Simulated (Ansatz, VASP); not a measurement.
# Rb3Sr in VASP and in Ansatz

INCAR

```
ALGO = Normal ; EDIFF = 1E-7
ENCUT = 520 ; GGA = PE
ISIF = 2 ; ISMEAR = -1
LASPH = T ; LCHARG = F
LREAL = F ; LWAVE = F
NBANDS = 26 ; NELM = 100
PREC = Accurate ; SIGMA = 0.05
```

Contents of KPOINTS:

```
k-points
0
Gamma
  6 6 6
```

POSCAR

```
Rb3Sr
1.0
   -3.4566678723      3.4566678723      7.0236870406
    3.4566678723     -3.4566678723      7.0236870406
    3.4566678723      3.4566678723     -7.0236870406
Sr Rb
1 3
Direct
    0.0000000000      0.0000000000      0.0000000000
    0.5000000000      0.5000000000      0.0000000000
    0.2500000000      0.7500000000      0.5000000000
    0.7500000000      0.2500000000      0.5000000000
```

input.yaml

```yaml
crystal:
  lattice:
    - [-3.4566678723, 3.4566678723, 7.0236870406]
    - [3.4566678723, -3.4566678723, 7.0236870406]
    - [3.4566678723, 3.4566678723, -7.0236870406]
  atoms:
    - { symbol: Sr, position: [0.0, 0.0, 0.0] }
    - { symbol: Rb, position: [0.5, 0.5, 0.0] }
    - { symbol: Rb, position: [0.25, 0.75, 0.5] }
    - { symbol: Rb, position: [0.75, 0.25, 0.5] }
hamiltonian:
  xc: pbe
  pseudopotentials: { kind: paw }
kpoints:
  mp_grid: { grid: [6, 6, 6] }
scf:
  occupations: { method: fermi_dirac, width: 0.05 }
output:
  forces: true
  stress: true
  eigenvalues: true
```

Change from the starting cell: volume scaled by 1.04.

Alike in both runs: task single point; functional PBE; k mesh 6 × 6 × 6; occupations fermi-dirac, width 0.05 eV; no spin polarisation.

```csv
,VASP,Ansatz
version,VASP 6.6.1,Ansatz 0.2.0
potentials or method,"VASP PAW PBE potentials, release 64 (Sr_sv, Rb_sv)",Ansatz PAW
plane-wave cutoff (eV),520,420
valence electrons in the cell,37,37
```

```csv
,VASP,Ansatz,Ansatz less VASP
gap on the k mesh at the Fermi level (eV),none,none,-
pressure (GPa),-0.2,-0.2,0.00
```

A gap of «none» marks a metal or a gap that the smearing closes. With one functional, cell and mesh, what is left measures potentials, basis and numerics.
